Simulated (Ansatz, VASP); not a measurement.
# LiZnBr3 in two plane-wave programs, part 2 of 2

Wanted: the spread between two codes on one cell, functional and k mesh. The cell is generated by rule, not measured, and may not be a known phase. The cell is taken from a series of runs on this material, whose earlier steps may have relaxed, scaled, displaced or heated it; both programs get it as it stands.

VASP 6.6.1 and Ansatz 0.2.0.

So far: The starting structure; VASP: zone-centre phonons, PBE with D4.

The structure was built from a prototype and need not be the compound's stable phase.

## (3) Ansatz: zone-centre phonons, PBE with D4

Level of this step: Ansatz beside VASP: Kohn-Sham DFT, plane waves, PBE with D4 (Ansatz).

Ansatz runs on its default PAW (the set named soft_2) files.

The same cell, functional, mesh and smearing now go to Ansatz, which takes its cutoff from its data sets.

Input file input.yaml:

```yaml
crystal:
  lattice:
    - [5.2089766521, 0.0, 0.0]
    - [0.0, 5.2089766521, 0.0]
    - [0.0, 0.0, 5.2089766521]
  atoms:
    - { symbol: Zn, position: [0.5, 0.5, 0.5] }
    - { symbol: Li, position: [0.0, 0.0, 0.0] }
    - { symbol: Br, position: [0.5, 0.5, 0.0] }
    - { symbol: Br, position: [0.0, 0.5, 0.5] }
    - { symbol: Br, position: [0.5, 0.0, 0.5] }
kpoints:
  mp_grid: { grid: [6, 6, 6] }
hamiltonian:
  xc: pbe
  dispersion: d4
scf:
  occupations: { method: gaussian, width: 0.01 }
output:
  eigenvalues: true
phonons:
  method: dfpt
  qmesh: [2, 2, 2]
  temperatures: { t_max: 1000, t_step: 50 }
  qpath:
    path:
      - [[0.0, 0.0, 0.0], [0.0, 0.5, 0.0], [0.5, 0.5, 0.0], [0.0, 0.0, 0.0], [0.5, 0.5, 0.5], [0.0, 0.5, 0.0]]
      - [[0.5, 0.5, 0.5], [0.5, 0.5, 0.0]]
    npoints: 10
```

Command:

```console
> ansatz run input.yaml --threads 8 --pin off --max-ram 14336MiB --backend cpu --events-out ev --progress --plain --runs-dir out
```

Numbers of over 12 decimals in the logs are rounded to 6 here.

Log:

```text
Engine: ansatz 0.2.0, aarch64-unknown-linux-gnu
Pseudopotentials: kind: paw
Pseudopotential: Zn, paw, valence charge 12, recommended cutoff 420 eV (normal), Zn.paw.azcp
Pseudopotential: Li, paw, valence charge 3, recommended cutoff 420 eV (normal), Li.paw.azcp
Pseudopotential: Br, paw, valence charge 7, recommended cutoff 420 eV (normal), Br.paw.azcp
Functional definition: PBE
  parameter kappa = 0.804
  parameter beta = 0.066725
  exchange = pbe_x(kappa = kappa, mu = beta*pi^2/3)
  correlation = pbe_c(beta = beta)
Crystal: 5 atoms, lattice volume = 141.337 Å³
Basis set: ecut = 420 eV, 2777 PW (Γ), exchange–correlation on 72×72×72 points (8 copies of the dense FFT grid, shifted against one another)
Bands: 23, of which v1, the nominal top of the filled ones, is band 18 counted from 1 (17 counted from 0)
Symmetry: 48 space group operations
k-points: 20 of 216
Non-local potential: Zn, projectors of the file, l = 0: 2, l = 1: 2, l = 2: 3, l = 3: 1
Non-local potential: Li, projectors of the file, l = 0: 3, l = 1: 2, l = 2: 1
Non-local potential: Br, projectors of the file, l = 0: 2, l = 1: 2, l = 2: 2
PAW form: soft (Blöchl's): semilocal exchange-correlation on the pseudo side does not see the compensation charge
PAW one-centre angular grid: Zn, 590 points (default); XC on 64 Gauss nodes
PAW one-centre angular grid: Li, 110 points (default); XC on 64 Gauss nodes
PAW one-centre angular grid: Br, 110 points (default); XC on 64 Gauss nodes
Initial density: superposition of atomic densities (neutral atoms: chi_scale 0, normalization atom), corrected by the library's trained network
Initial wavefunctions: pseudopotential atomic-orbital guess
Functional: x = pbe(κ = 0.804, μ = 0.219515), c = pbe(β = 0.066725)
SCF iter   1: F=—  HF=-11878.883741 eV  |F-HF|=—  |Δ(HF+E_count)|=         —  Δρ=1.49e-3  dr2=5.36e-3  ethr=1.77e-3  ⟨swp⟩=9.2  Hψ=2638  notcnv=0
preconditioner: auto → Resta (q_TF=auto, 2.172 Å⁻¹)  ε∞=4.1  [insulator: Δε(μ)=0.278 eV  Ē_g=10.415 eV  σ=0.010 eV  W_gap=1.00  n_scr=26 (ndim 8)  ℏωp=18.2 eV  f_vac=0.120  D(μ)=0.00/eV (n_scr^D=0)  ε∞_Penn≈4.1]
SCF iter   2: F=—  HF=-11878.882479 eV  |F-HF|=—  |Δ(HF+E_count)|=   1.26e-3  Δρ=6.76e-4  dr2=1.57e-3  ethr=1.49e-5  ⟨swp⟩=2.5  Hψ=1035  notcnv=0  defer=20
SCF iter   3: F=—  HF=-11878.881992 eV  |F-HF|=—  |Δ(HF+E_count)|=   4.87e-4  Δρ=1.50e-4  dr2=1.11e-4  ethr=4.35e-6  ⟨swp⟩=2.4  Hψ=827  notcnv=0  defer=20
SCF iter   4: F=—  HF=-11878.881969 eV  |F-HF|=—  |Δ(HF+E_count)|=   2.32e-5  Δρ=6.42e-5  dr2=1.10e-5  ethr=3.08e-7  ⟨swp⟩=2.4  Hψ=807  notcnv=0  defer=20
SCF iter   5: F=—  HF=-11878.881974 eV  |F-HF|=—  |Δ(HF+E_count)|=   4.78e-6  Δρ=7.49e-5  dr2=6.27e-6  ethr=3.04e-8  ⟨swp⟩=2.0  Hψ=722  notcnv=0  defer=20
SCF iter   6: F=—  HF=-11878.881972 eV  |F-HF|=—  |Δ(HF+E_count)|=   1.64e-6  Δρ=1.75e-5  dr2=5.89e-7  ethr=1.74e-8  ⟨swp⟩=2.0  Hψ=640  notcnv=0  defer=20
SCF iter   7: F=—  HF=-11878.881970 eV  |F-HF|=—  |Δ(HF+E_count)|=   2.47e-6  Δρ=1.97e-6  dr2=1.08e-8  ethr=1.64e-9  ⟨swp⟩=2.1  Hψ=771  notcnv=0  defer=20
SCF iter   8: F=—  HF=-11878.881970 eV  |F-HF|=—  |Δ(HF+E_count)|=   8.55e-9  Δρ=9.66e-7  dr2=1.18e-9  ethr=3.01e-11  ⟨swp⟩=2.2  Hψ=800  notcnv=0  defer=20
SCF iter   9: F=—  HF=-11878.881970 eV  |F-HF|=—  |Δ(HF+E_count)|=  5.68e-10  Δρ=2.81e-7  dr2=8.31e-11  ethr=3.28e-12  ⟨swp⟩=2.0  Hψ=683  notcnv=0  defer=20
SCF iter  10: F=-11878.881970 eV  HF=-11878.881970 eV  |F-HF|=0.00e0  |Δ(HF+E_count)|=  3.27e-11  Δρ=4.71e-8  dr2=2.77e-12  ethr=1.00e-12  ⟨swp⟩=10.7  Hψ=2650  notcnv=0
WARN: dispersion: an atom stands within reach of a switch of its C6 between two reference coordination numbers of its element: through that C6 alone, e_disp changes by 0.025 eV or more while the distances to its neighbours run over a stretch of 0.05 Å that contains this geometry (sites counted from 0 in the run's list of atoms or, in a supercell that it derives, in that cell's: here a list of 5) — site 1 (Li): coordination number 0.239 (about 0.15 to 0.33 with every neighbour 0.05 Å farther or nearer), switch near 0.401 between the references 0.000 (weight 0.91) and 0.802 (weight 0.09), e_disp changing by some 0.11 eV. [rest of the remark cut]
SCF 1 converged in 10 iterations: F = -11878.881970 eV  dr2 = 2.77e-12
  greatest PAW one-centre occupation: 1.000 electrons in one spin orbital (limit 2), on the Li atom at site 1 (counted from 0), in its partial waves of l = 0
[...]
SCF 1 converged in 4 iterations: F = -11878.877883 eV  dr2 = 1.54e-8
DFPT response loops at Γ: preconditioner auto → Resta (q_TF=auto, 2.172 Å⁻¹)  ε∞=12.1 (no band partly filled); β = 1.00, the filter's whole step (`scf.mixing.beta` (0.50) is not read by the response loops at its default; to damp them type it under 1.00, their step now; it binds the ground state too); Broyden in place of MSR1
NSCF: frozen V_eff on 20 k-points
NSCF: frozen V_eff on 64 k-points
DFPT response loops at q = (0, 0, 0) (fractional): preconditioner auto → Resta (q_TF=auto, 2.172 Å⁻¹)  ε∞=16.5 (no band partly filled); β = 1.00, the filter's whole step (`scf.mixing.beta` (0.50) is not read by the response loops at its default; to damp them type it under 1.00, their step now; it binds the ground state too); Broyden in place of MSR1
NSCF: frozen V_eff on 128 k-points
[...]
E_vpaw       = -452.119018  (= ΣTr[D̂ρ^β])
  E_aug_tail   = -0.000364  (compensation charges beyond the density's cutoff)
  E_ewald      = -1661.312374
  E_disp       = -1.547117  (pairwise vdW)
  E_smearing   = -0.000000  (= −TS)
  E_closure    = -0.000000  (closes the sum)
  Σ components = -11878.881970   (vs F -11878.881970, Δ=0.00e0)
--- Band table (eV; the first three rows and the last of 20) ---
  k-point 0: bands = [... 14 lower, 1.3292, 1.5797, 1.5797, 1.5797, 2.4176, 5.3037, 9.3481, 9.3481, ... 1 higher]
  k-point 1: bands = [... 14 lower, 1.2632, 1.2667, 1.5334, 1.5334, 3.2266, 5.6274, 8.8089, 9.4086, ... 1 higher]
  k-point 2: bands = [... 14 lower, 1.0530, 1.1479, 1.5084, 1.5084, 4.6116, 6.3805, 7.9818, 9.0615, ... 1 higher]
  k-point 19: bands = [... 14 lower, 1.9207, 2.1984, 2.1984, 2.1984, 5.9093, 7.4898, 7.4898, 7.4898, ... 1 higher]
--- Phonons (Γ-DFPT): 4 representative perturbations + reference (Σ response iterations 12) ---
  ASR residual: 1.008e-4 → 0.000e0 eV/Å²; symmetrization residual: 6.952e-7 eV/Å²
  pairwise dispersion correction: d4 (s6 = 1.0, s8 = 0.95948085, s9 = 1.0, a1 = 0.38574991, a2_bohr = 4.80688534), with the weights of each atom's references fixed at the reference crystal's, and the forces and stress that the weights' published response gives there kept as a pressure on the atom's counted neighbours (hamiltonian.dispersion)
  ASR residual per site (eV/Å²): 1.57e-5 1.01e-4 2.09e-5 2.09e-5 2.09e-5
  Γ frequencies (cm⁻¹): -184.66 -184.66 -184.66 -28.55 -28.55 -28.55 0.00 0.00 0.00 16.23 16.23 16.23 144.53 144.53 144.53
  Unit cell's response to a homogeneous field: 3 representative field directions (Σ response iterations 15)
  ε∞ (high-frequency dielectric tensor):
        4.715285     0.000000     0.000000
        0.000000     4.715285     0.000000
        0.000000     0.000000     4.715285
  ε⁰ (static dielectric tensor): not given — the deck does not say what the cell's rigid motions are, and on a molecule in a box or a wire the rigid rotations would enter the sum over the modes at Γ. For a crystal or a slab, whose only rigid motions are the translations, set phonons.rigid_motions: translations.
  Born effective charges Z* (e; rows j = field, columns β = displacement):
    site 0:
         3.15641   -0.00000   -0.00000
         0.00000    3.15641    0.00000
         0.00000    0.00000    3.15641
    site 1:
         1.42498   -0.00000    0.00000
         0.00000    1.42498    0.00000
         0.00000    0.00000    1.42498
    site 2:
        -0.78564    0.00000    0.00000
        -0.00000   -0.78564    0.00000
         0.00000    0.00000   -3.01011
    site 3:
        -3.01011   -0.00000    0.00000
        -0.00000   -0.78564    0.00000
        -0.00000    0.00000   -0.78564
    site 4:
        -0.78564    0.00000   -0.00000
         0.00000   -3.01011    0.00000
         0.00000    0.00000   -0.78564
  Z* charge neutrality: 1.762e-4 e pre-enforcement
  solved inside a basis spanned on the 6×6×6 k-mesh, on 10×10×10 k-points transformed towards the longest dipole: ε∞ is read to err by 1.4e-2, Z* by 1.4e-2 e; Z* is corrected for what the basis lacks
  optical modes at Γ without the LO–TO term, one row a degenerate level:
      ω (cm⁻¹)  modes    IR ((D/Å)²/amu)
       -184.66      3            22.8099
        -28.55      3             0.0000
         16.23      3             5.0359
        144.53      3            11.8695
  optical modes at Γ + LO–TO along q̂ = [1.0000, 0.0000, 0.0000]:
      ω (cm⁻¹)  modes    IR ((D/Å)²/amu)
       -184.66      2            15.2066
       -137.41      1             2.4462
[...]
optical modes at Γ + LO–TO along q̂ = [0.0000, 1.0000, 0.0000]:
      ω (cm⁻¹)  modes    IR ((D/Å)²/amu)
[...]
208.40      1             9.8110
  optical modes at Γ + LO–TO along q̂ = [0.0000, 0.0000, 1.0000]:
      ω (cm⁻¹)  modes    IR ((D/Å)²/amu)
       -184.66      2            15.2066
       -137.41      1             2.4462
        -28.55      3             0.0000
         16.23      2             3.3573
         69.79      1             0.9812
        144.53      2             7.9130
        208.40      1             9.8110
--- Phonons (arbitrary-q DFPT): 4 irreducible q on the 2×2×2 mesh ---
  q = [0.0000, 0.0000, 0.0000] (star 1, of the zone-centre solve; hermiticity 3.08e-7, symmetrization 5.69e-12): -184.66 -184.66 -184.66 -28.55 -28.55 -28.55 -0.00 0.00 0.00 16.23 16.23 16.23 144.53 144.53 144.53
  q = [0.0000, 0.0000, -0.5000] (star 3, 9 solved perturbations in 504 linear systems a pass and spin channel, the states on 64 of 216 k-point pairs; hermiticity 2.39e-7, symmetrization 4.02e-8): -173.73 -173.73 -97.13 -34.63 -34.63 -23.49 32.17 32.17 41.37 41.37 52.64 139.22 143.52 143.52 171.17
  q = [0.0000, -0.5000, -0.5000] (star 3, 9 solved perturbations in 504 linear systems a pass and spin channel, the states on 64 of 216 k-point pairs; hermiticity 2.96e-7, symmetrization 2.48e-8): -170.80 -170.80 -159.77 -74.92 -43.96 20.92 20.92 42.29 56.89 56.89 77.89 144.25 151.44 151.44 176.81
  q = [-0.5000, -0.5000, -0.5000] (star 1, 4 solved perturbations in 184 linear systems a pass and spin channel, the states on 64 of 216 k-point pairs; hermiticity 1.99e-8, symmetrization 1.09e-8): -190.47 -190.47 -190.47 -76.47 -76.47 -76.47 -46.08 -46.08 89.22 89.22 89.22 150.04 150.04 150.04 192.95
  sum rule: each row above includes the acoustic sum rule's correction from the zone centre's row sums; it moved no ω² by more than (1.99 cm⁻¹)²
  mesh force constants: q→R imaginary residual 4.99e-18; ASR residual 1.008e-4 → 0.000e0 eV/Å²; symmetrization residual 3.553e-15 eV/Å²
  interpolated dispersion: 63 rows × 15 modes
  density of states and harmonic sums: on the 12×12×12 q-mesh, interpolated from the force constants of a 2×2×2 supercell (with the dipole–dipole term)
  largest difference from the sums on the solved wave vectors: F 2.71e-2 eV, S 6.30e-5 and C_V 2.30e-5 eV/K
  zero-point energy: 0.053662 eV/cell   skipped modes (ω ≤ 0): 511, of them read as no rigid motion or as one in doubt: 508 (5.981e0 modes/cell left out, lowest -190.47 cm⁻¹)   left out of the sums: 3.99e-1 of the cell's modes: C_V's classical limit lies that fraction below 3 k_B per atom; for a crystal, a wire or a layer, F and S can be off by more, and a phonons.interpolated_qmesh denser along its periods is the remedy for the sampling
[key lines of the parts left out:]
SCF converged after 10 iterations
Free energy (F): -11878.881970 eV
Fermi energy:    2.308230 eV
```

The column dr2 measures how far the density is from self-consistency, as an energy; F and HF (Harris–Foulkes) agree once it is small.

## (4) Differences

Known differences besides the potentials themselves: VASP's run holds the zone centre alone; the cutoff is 420 eV in Ansatz and 750 eV in VASP; Ansatz takes the dispersion share of the force constants at frozen C6 weights, VASP differentiates the full forces; VASP uses finite displacements, Ansatz perturbation theory. Total energies have different zeros and are not compared.

Compared:

```
                                                   quantity  Ansatz   VASP  difference
optical mode 1 to 3 (imaginary, printed as negative) (cm⁻¹)  -184.7   11.2      -195.9
optical mode 4 to 6 (imaginary, printed as negative) (cm⁻¹)   -28.6   59.4       -87.9
                                 optical mode 7 to 9 (cm⁻¹)    16.2  144.5      -128.3
                               optical mode 10 to 12 (cm⁻¹)   144.5  257.5    -43.88 %
```

Modes are paired by rising frequency, not by their patterns, so a pair may set unlike modes beside each other; they are those without the splitting of longitudinal modes.

## (5) Outcome

* r.m.s. difference of the optical zone-centre modes, each program's sorted by frequency (zone-centre phonons, PBE with D4): 137 cm⁻¹
* difference in optical mode 10 to 12 (zone-centre phonons, PBE with D4): -43.9 %

The r.m.s. difference of the optical zone-centre modes, each program's sorted by frequency is 137 cm⁻¹ (zone-centre phonons, PBE with D4). Among the rows given in per cent, the largest difference of the zone-centre phonons, PBE with D4 pair is in optical mode 10 to 12, -43.9 %. What causes the difference of the zone-centre phonons, PBE with D4 pair stays open here. Such differences can come from data sets, numerical settings and the points named under the comparisons, not from the functional's error against experiment.

[Lines on the potential files, build, host, timing and source positions are cut from VASP's logs without a mark.]

[Logs are printed without paths, hosts, clocks, repeated set-up lines and the standing remarks that a program may print on its own settings, such as how far it seeks lower states.]

[Hosts, paths, dates, database ids (printed as entryN), source tags and the programs' standing remarks are cut or masked in the printed files.]
